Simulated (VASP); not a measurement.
An input for Quantum ESPRESSO's pw.x (written as the equivalent of a VASP run, and not itself run):

```
&CONTROL
  calculation = 'scf'
  pseudo_dir = './pseudo'
  outdir = './out'
  tprnfor = .true.
  tstress = .true.
/
&SYSTEM
  ibrav = 0
  nat = 3
  ntyp = 2
  ecutwfc = 86
  occupations = 'tetrahedra'
  input_dft = 'pw91'
/
&ELECTRONS
  conv_thr = 7.3e-09
  electron_maxstep = 100
/
ATOMIC_SPECIES
  Ti 47.867 Ti.upf
  Se 78.971 Se.upf
CELL_PARAMETERS angstrom
     1.7729434   -3.0708282   -0.0000000
     1.7729434    3.0708282    0.0000000
     0.0000000    0.0000000    6.7533625
ATOMIC_POSITIONS crystal
  Ti   0.0000000  0.0000000  1.0000000
  Se   0.3333330  0.6666670  0.2288600
  Se   0.6666670  0.3333330  0.7711400
K_POINTS automatic
  11 11 5 0 0 0
```

Q: Translate this input to VASP (INCAR, KPOINTS, POSCAR, choice of POTCAR).

A: This is not unique; one that fits is 
### KPOINTS
```
Automatic mesh
0
Gamma
11 11 5
0 0 0
```

### INCAR
```
SYSTEM=TiSe2
PREC=Accurate; ENCUT=520; LREAL=.FALSE.
LASPH=.TRUE.
EDIFF=1E-7; NELM=100; ALGO=Normal
LMAXMIX=4
ISMEAR=-5
GGA=91
ISIF=2
LWAVE=.FALSE.; LCHARG=.TRUE.; LORBIT=11
NEDOS=601
LEFG=.TRUE.
```

File POSCAR:
```
TiSe2
1
    1.7729434187    -3.0708281509    -0.0000000000
    1.7729434187     3.0708281509     0.0000000000
    0.0000000000     0.0000000000     6.7533624804
Ti Se
1 2
Direct
  0.0000000000   0.0000000000   1.0000000000
  0.3333330000   0.6666670000   0.2288600144
  0.6666670000   0.3333330000   0.7711399856
```

POTCAR, in this order: Ti_sv Se (PBE.64 set). Program: vasp_std.

The two are equivalent in intent, not identical: the potentials are each code's own (VASP's PAW set, PseudoDojo norm-conserving files in pw.x), so ENCUT and ecutwfc are chosen apart and not converted; conv_thr bounds pw.x's estimated SCF error, while EDIFF bounds the energy change between steps; the field gradients of LEFG aren't asked of the other code.

The compound is TiSe2 in the 1T layered structure. It was relaxed first, which changed the volume by +13 %.
